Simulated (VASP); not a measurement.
**Ge: a series in biaxial strain in the (111) plane**

Strain engineering needs slopes: what does biaxial strain in the (111) plane do to the lattice and the band edges of Ge?

Main program and level: VASP 6.6.1; PBEsol; plane waves and PAW (Ge_d), in the first sound run; inputs show where later runs differ.

Report form: the programs' logs are mostly left out.

## 1. The starting structure

It takes space group Fd-3m (No. 227, cubic). The conventional cell has a = 5.658 Å, b = 5.658 Å, c = 5.658 Å, α = 90.00°, β = 90.00°, γ = 90.00°. Nearest to Ge lie 4 Ge at 2.45 Å.

As a file:

```cif
data_structure
_symmetry_space_group_name_H-M 'P 1'
_symmetry_Int_Tables_number 1
_cell_length_a 4.0008
_cell_length_b 4.0008
_cell_length_c 4.0008
_cell_angle_alpha 60.000
_cell_angle_beta 60.000
_cell_angle_gamma 60.000
_cell_volume 45.28
loop_
_atom_site_label
_atom_site_type_symbol
_atom_site_fract_x
_atom_site_fract_y
_atom_site_fract_z
_atom_site_occupancy
Ge1 Ge 0.00000 0.00000 0.00000 1
Ge2 Ge 0.25000 0.25000 0.25000 1
```

## 2. Relax the crystal, PBEsol

The series starts from the cell that this level prefers, so that zero strain is near zero stress.

Level: PBEsol; plane waves and PAW (Ge_d).

INCAR reads:

```
SYSTEM = Ge
PREC = Accurate
ENCUT = 470
EDIFF = 1E-07
NELM = 120
ISMEAR = 0
SIGMA = 0.02
LREAL = .FALSE.
ALGO = Normal
GGA = PS
NBANDS = 20
LORBIT = 11
LWAVE = .FALSE.
LCHARG = .FALSE.
KPAR = 8
IBRION = 2
NSW = 40
ISIF = 3
EDIFFG = -0.005
POTIM = 0.4
```

POSCAR reads:

```
Ge
1.0
    0.0000000000      2.8290000000      2.8290000000
    2.8290000000      0.0000000000      2.8290000000
    2.8290000000      2.8290000000      0.0000000000
Ge
2
Direct
    0.0000000000      0.0000000000      0.0000000000
    0.2500000000      0.2500000000      0.2500000000
```

KPOINTS reads:

```
Automatic mesh
0
Gamma
9 9 9
0 0 0
```

PAW data sets: Ge_d (PBE family, release 64).

Command:

```console
$ mpirun -np 8 vasp_std
```

Elapsed: 12 s, on 8 MPI ranks of AMD EPYC 7R43, shared host; peak memory 1.2 GiB.

Read from the output:

```
energy(sigma→0) of the program : -9.8711 eV
stress, compression positive   : 0.02 along [111], 0.02 across it (mean), GPa
volume                         : 45.508 Å³
ionic steps                    : 2
```

## 3. Strain along the normal, PBEsol

One member in full: the plane is strained by -1.5 %, and the strain along the normal is moved by secant steps until the normal stress is under 0.012 GPa or five steps are spent; the atoms relax at each step.

This step took 2 runs, each at a new trial strain with the atoms of the one before; the last is shown.

Level: PBEsol; plane waves and PAW (Ge_d).

Edit INCAR of step 2 so:

```diff
@@ -14,7 +14,7 @@
 LCHARG = .FALSE.
-KPAR = 8
-IBRION = 2
-NSW = 40
-ISIF = 3
-EDIFFG = -0.005
-POTIM = 0.4
+KPAR = 2
+IBRION = 1
+NSW = 25
+ISIF = 2
+EDIFFG = -0.004
+POTIM = 0.3
```

POSCAR reads:

```
Ge
1.0
    0.0383005920      2.8294806480      2.8294806480
    2.8294806480      0.0383005920      2.8294806480
    2.8294806480      2.8294806480      0.0383005920
Ge
2
Direct
    0.0009663498      0.0009663498      0.0009663498
    0.2490336502      0.2490336502      0.2490336502
```

KPOINTS is that of step 2.

Command:

```console
$ mpirun -np 2 vasp_std
```

Elapsed: 50 s, on 2 MPI ranks; peak memory 0.3 GiB.

Read from the output:

| Quantity | Value |
| --- | --- |
| energy(sigma→0) of the program | -9.8591 eV |
| stress, compression positive | 0.00 along [111], 2.62 across it (mean), GPa |
| ionic steps | 3 |

## 4. Band edges, TB-mBJ with spin-orbit coupling

Short lines in KPOINTS_OPT sample the zone centre along and across the normal of the plane, for masses, and the other valleys.

Level: TB-mBJ, spin-orbit coupling; plane waves and PAW (Ge_d).

TB-mBJ has no energy functional, so the total energy, stress and pressure in this output mean nothing.

INCAR reads:

```
SYSTEM = Ge
PREC = Accurate
ENCUT = 470
EDIFF = 1E-06
NELM = 150
ISMEAR = 0
SIGMA = 0.02
LREAL = .FALSE.
ALGO = Normal
METAGGA = MBJ
LASPH = .TRUE.
LNONCOLLINEAR = .TRUE.
MAGMOM = 0 0 0 0 0 0
NBANDS = 38
GGA_COMPAT = .FALSE.
LSORBIT = .TRUE.
LWAVE = .FALSE.
LCHARG = .FALSE.
KPAR = 2
```

POSCAR reads:

```
Ge
1.0
    0.0383005920      2.8294806480      2.8294806480
    2.8294806480      0.0383005920      2.8294806480
    2.8294806480      2.8294806480      0.0383005920
Ge
2
Direct
    0.0009004216      0.0009004216      0.0009004216
    0.2490995784      0.2490995784      0.2490995784
```

KPOINTS reads:

```
Automatic mesh
0
Gamma
7 7 7
0 0 0
```

KPOINTS_OPT reads:

```
Line mode
6
Line-mode
Reciprocal
  0.00000000   0.00000000   0.00000000
  0.02617554   0.02617554   0.02617554

  0.00000000   0.00000000   0.00000000
 -0.01570591   0.01570591   0.00000000

  0.31000000   0.31000000   0.00000000
  0.50000000   0.50000000   0.00000000

  0.00000000   0.31000000   0.31000000
  0.00000000   0.50000000   0.50000000

  0.45000000   0.45000000   0.45000000
  0.50000000   0.50000000   0.50000000

  0.45000000   0.00000000   0.00000000
  0.50000000   0.00000000   0.00000000

  0.42500000   0.42500000   0.00000000
  0.42530479   0.44751629   0.02251629

  0.50000000   0.50000000   0.50000000
  0.48429409   0.51570591   0.50000000
```

Command:

```console
$ mpirun -np 2 vasp_ncl
```

Elapsed: 5.7 min, on 2 MPI ranks; peak memory 0.67 GiB; 11 min of CPU time.

## 5. Band edges, r2SCAN with spin-orbit coupling

Level: r2SCAN, spin-orbit coupling; plane waves and PAW (Ge_d).

Edit INCAR of step 4 so:

```diff
@@ -4,3 +4,3 @@
 EDIFF = 1E-06
-NELM = 150
+NELM = 100
 ISMEAR = 0
@@ -9,3 +9,3 @@
 ALGO = Normal
-METAGGA = MBJ
+METAGGA = R2SCAN
 LASPH = .TRUE.
```

POSCAR is that of step 4.

KPOINTS is that of step 4.

KPOINTS_OPT is that of step 4.

Command:

```console
$ mpirun -np 2 vasp_ncl
```

Wall time 15 min (2 MPI ranks); peak memory 0.63 GiB.

This run gave:

* energy(sigma→0) of the program: -27.7263 eV
* stress, compression positive: 0.13 along [111], 2.97 across it (mean), GPa

The run ends at a pressure of 2.02 GPa, with forces up to 0.0099 eV/Å.

## 6. The table

LASPH is off in runs at PBEsol and on in runs at TB-mBJ and r2SCAN.

The other members went through these steps as far as the tables show, with the same cutoff and, step by step, the same mesh; 34 runs are not shown. The session took 6.3 core hours (wall time by ranks) on a shared machine.

| in-plane strain (%) | strain along the normal (%) | in-plane stress, tension positive (GPa) | energy above the unstrained row (meV/atom) |
| --- | --- | --- | --- |
| -2.000 | 0.713 | -3.550 | 10.734 |
| -1.500 | 0.527 | -2.617 | 6.099 |
| -1.000 | 0.336 | -1.674 | 2.837 |
| -0.500 | 0.190 | -0.808 | 0.820 |
| 0 | -0.017 | 0.024 | 0.000 |
| 0.500 | -0.225 | 0.781 | 0.289 |
| 1.000 | -0.450 | 1.485 | 1.669 |
| 1.500 | -0.646 | 2.195 | 4.001 |
| 2.000 | -0.824 | 2.903 | 7.407 |

Slopes at zero strain, from cubics through all rows: strain ratio -0.401, stress over strain 158 GPa.

Band edges at TB-mBJ with spin-orbit coupling, counted from the valence-band top at Γ, spin-orbit pairs averaged, with one row partly withheld:

| in-plane strain (%) | gap (eV) | conduction band at Γ (eV) | Δ or X valley along z (eV) | Δ or X valley along x (eV) | lowest conduction level at L, [111] (eV) | lowest conduction level at L, [-111] (eV) | second valence level below the top (eV) | third valence level below the top (eV) |
| --- | --- | --- | --- | --- | --- | --- | --- | --- |
| -2.000 | 0.507 | 0.777 | 0.762 | 0.762 | 0.915 | 0.507 | 0.122 | 0.446 |
| -1.500 | 0.540 | 0.758 | 0.814 | 0.814 | 0.839 | 0.540 | 0.101 | 0.384 |
| -1.000 | 0.568 | 0.726 | 0.860 | 0.860 | 0.763 | 0.568 | 0.074 | 0.337 |
| -0.500 | 0.589 | 0.678 | 0.899 | 0.899 | 0.690 | 0.589 | 0.043 | 0.303 |
| 0 | 0.614 | 0.632 | 0.938 | 0.938 | 0.614 | 0.616 | 0.000 | 0.274 |
| 0.500 | 0.486 | 0.527 | 0.920 | 0.920 | 0.486 | 0.590 | 0.053 | 0.306 |
| 1.000 | 0.363 | 0.420 | 0.900 | 0.900 | 0.363 | 0.565 | 0.101 | 0.340 |
| 1.500 | ? | 0.309 | 0.878 | 0.878 | ? | 0.537 | 0.146 | 0.375 |
| 2.000 | 0.131 | 0.195 | 0.855 | 0.855 | 0.131 | 0.508 | 0.187 | 0.409 |

Conduction masses, in electron masses:

| in-plane strain (%) | L [111] mass, longitudinal | L [111] mass, transverse along [1-10] |
| --- | --- | --- |
| -2.000 | 1.803 | 0.098 |
| -1.500 | 1.784 | 0.096 |
| -1.000 | 1.759 | 0.095 |
| -0.500 | 1.750 | 0.093 |
| 0 | 1.723 | 0.092 |
| 0.500 | 1.713 | 0.090 |
| 1.000 | 1.692 | 0.089 |
| 1.500 | 1.677 | 0.088 |
| 2.000 | 1.641 | 0.086 |

Band edges at r2SCAN with spin-orbit coupling, counted from the valence-band top at Γ, spin-orbit pairs averaged:

| in-plane strain (%) | gap (eV) | conduction band at Γ (eV) | Δ or X valley along z (eV) | Δ or X valley along x (eV) | lowest conduction level at L, [111] (eV) | lowest conduction level at L, [-111] (eV) | second valence level below the top (eV) | third valence level below the top (eV) |
| --- | --- | --- | --- | --- | --- | --- | --- | --- |
| -2.000 | 0.234 | 0.426 | 0.510 | 0.510 | 0.666 | 0.234 | 0.124 | 0.455 |
| -1.500 | 0.264 | 0.401 | 0.562 | 0.562 | 0.580 | 0.264 | 0.102 | 0.394 |
| -1.000 | 0.289 | 0.364 | 0.605 | 0.605 | 0.495 | 0.289 | 0.074 | 0.349 |
| -0.500 | 0.307 | 0.312 | 0.643 | 0.643 | 0.413 | 0.307 | 0.042 | 0.316 |
| 0 | 0.262 | 0.262 | 0.678 | 0.678 | 0.329 | 0.331 | 0.000 | 0.288 |
| 0.500 | 0.155 | 0.155 | 0.658 | 0.658 | 0.194 | 0.304 | 0.053 | 0.319 |

Conduction masses, in electron masses:

| in-plane strain (%) | L [111] mass, longitudinal | L [111] mass, transverse along [1-10] |
| --- | --- | --- |
| -2.000 | 1.759 | 0.086 |
| -1.500 | 1.746 | 0.084 |
| -1.000 | 1.692 | 0.082 |
| -0.500 | 1.699 | 0.081 |
| 0 | 1.667 | 0.079 |
| 0.500 | 1.655 | 0.077 |

## 7. Fit and prediction

The quantity to fit is the splitting of the lowest conduction levels at the L points ([111] less [-111]) at TB-mBJ with spin-orbit coupling: 0.408, 0.299, 0.195, 0.101, -0.002, -0.105, -0.202, -0.377 eV in the rows shown.

Fitting a parabola to the 8 known rows (d: strain along the axis less the strain across it, in %) gives E = 0.003143 d² + 0.1423 d − 9.01e-4 in eV; the residuals are 0.0013 eV r.m.s.

For the withheld row, d = -2.146, the fit gives -0.2918 eV.

## 8. The withheld row

The calculation gives -0.2921 eV, so the prediction is 0.0003 eV too high.

The splitting is Ξu times 8/9 of d, with d as a fraction, so the linear term gives Ξu = 16.0 eV.

## 9. Summary of results

| Item | Value |
| --- | --- |
| ratio of normal to in-plane strain | -0.401 |
| biaxial modulus | 158 GPa |
| gap of the unstrained cell, TB-mBJ with spin-orbit coupling | 0.61 eV |
| gap of the unstrained cell, r2SCAN with spin-orbit coupling | 0.26 eV |
| shear deformation potential Ξu of the lowest conduction levels at L | 16.0 eV |
| error of the predicted row | 0.3 meV |

What this shows: As a check, the curvature of the energy gives 157 GPa for the same modulus (energy per volume = M × strain²), 1 % from the slope of the stress. The energy also has a linear term worth 0.18 GPa that the stress column lacks, a mark of the finite basis. At TB-mBJ with spin-orbit coupling the lowest conduction valley is L throughout, and the gap runs between 0.13 and 0.61 eV. At zero strain Γ and L lie only 18 meV apart here, so their order is sensitive to the level and the lattice constant. At r2SCAN with spin-orbit coupling the lowest conduction valley is in turn L, Γ from the first row to the last, and the gap runs between 0.16 and 0.31 eV. At zero strain this level puts Γ lowest, whereas real Ge has its minimum at L, so crossings are misplaced. At zero strain Γ and L lie only 67 meV apart here, so their order is sensitive to the level and the lattice constant. At r2SCAN with spin-orbit coupling the gap falls under 0.05 eV in some or all rows, where bands may have changed order, so 3 rows at and beyond those points are left out of its table. The gap at PBEsol is under 0.05 eV in some or all rows and is left out; the elastic columns come from such cells and can be uneven. Hole masses are left out throughout, since the top bands are degenerate or cross in many series; of conduction masses, those of the Γ, L and (for Si and Ge under (001) strain) Δ valleys are kept where they change by under an eighth between rows. A measured gap of unstrained Ge is 0.74 eV (arxiv:cond-mat/0503738, indirect gap, 4.2 K); the static gaps here belong to the lattice relaxed at PBEsol. TB-mBJ is a potential fitted for gaps; it has no energy functional, so its total energies and forces mean nothing, and its bands tend to come out too narrow. r2SCAN opens gaps somewhat over GGA but leaves them below measured values as a rule. Δ or X levels are the lowest on their line, refined by a parabola unless they lie at X; the gap is read from all points sampled and can differ from the lowest valley by some meV, or by tens of meV where strain moves the valence top off Γ. Temperature, zero-point motion and excitons are left out.

[Lines on the potential files, build, host, timing and source positions are cut from VASP's logs without a mark.]

[Logs are printed without paths, hosts, clocks, repeated set-up lines and the standing remarks that a program may print on its own settings, such as how far it seeks lower states.]

[Hosts, paths, dates, database ids (printed as entryN), source tags and the programs' standing remarks are cut or masked in the printed files.]

[In band tables of VASP the shares of atoms and orbitals are scaled to a sum of 1 inside the atoms' spheres.]
